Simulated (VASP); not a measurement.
Si5Ge3:

```
CELL_PARAMETERS angstrom
5.51363 0.00000 0.00000
0.00000 -5.51363 0.00000
0.00000 0.00000 -5.51363
ATOMIC_POSITIONS crystal
Ge 0.75000 0.75000 0.75000
Ge 0.25000 0.25000 0.75000
Ge 0.50000 0.00000 0.00000
Si 0.25000 0.75000 0.25000
Si 0.75000 0.25000 0.25000
Si 0.00000 0.50000 0.00000
Si 0.00000 0.00000 0.50000
Si 0.50000 0.50000 0.50000
```

The cell was built by a generator and needn't be a form met in nature.

```yaml
Program: VASP 6.6.1
Task: relaxation of cell and atoms
Functional: PBEsol
Potentials_or_basis: VASP PAW PBE potentials, release 64 (Ge_d, Si)
Cutoff: 600 eV
k_mesh: 6 × 6 × 6
Occupations: gaussian, width 0.03 eV
Spin: no spin polarisation
```

At the start: pressure 0.1 GPa; volume 20.95 Å³/atom.

Where does the relaxation end?

Over 6 steps the energy falls by 6.2 meV/atom and the volume is 20.97 Å³/atom (+0.1 %); space group Cmm2 (No. 35, to 0.05 Å).

The path:
| step | energy change (eV) | largest force (eV/Å) | pressure (GPa) | volume (Å³) |
| --- | --- | --- | --- | --- |
| 1 | 0.0000 | 0.5178 | 0.09 | 167.62 |
| 2 | -0.0467 | 0.1173 | -0.11 | 167.89 |
| 3 | -0.0490 | 0.0282 | -0.19 | 167.96 |
| 4 | -0.0490 | 0.0336 | 0.13 | 167.33 |
| 5 | -0.0493 | 0.0107 | 0.03 | 167.66 |
| 6 | -0.0493 | 0.0100 | -0.05 | 167.74 |

Final structure:
```
Ge Si
1.0
     5.51529   -0.00178    0.00000
     0.00178   -5.51529    0.00000
     0.00000    0.00000   -5.51427
Ge Si
3 5
Direct
  0.75287 0.74713 0.74714
  0.24713 0.25287 0.74714
  0.50000 0.00000 0.00562
  0.24735 0.74735 0.25262
  0.75265 0.25265 0.25262
  0.00000 0.50000 0.00516
  0.00000 0.00000 0.49485
  0.50000 0.50000 0.49485
```

Caveat: the PAW data sets were made with another functional, which shifts forces and pressure a little.
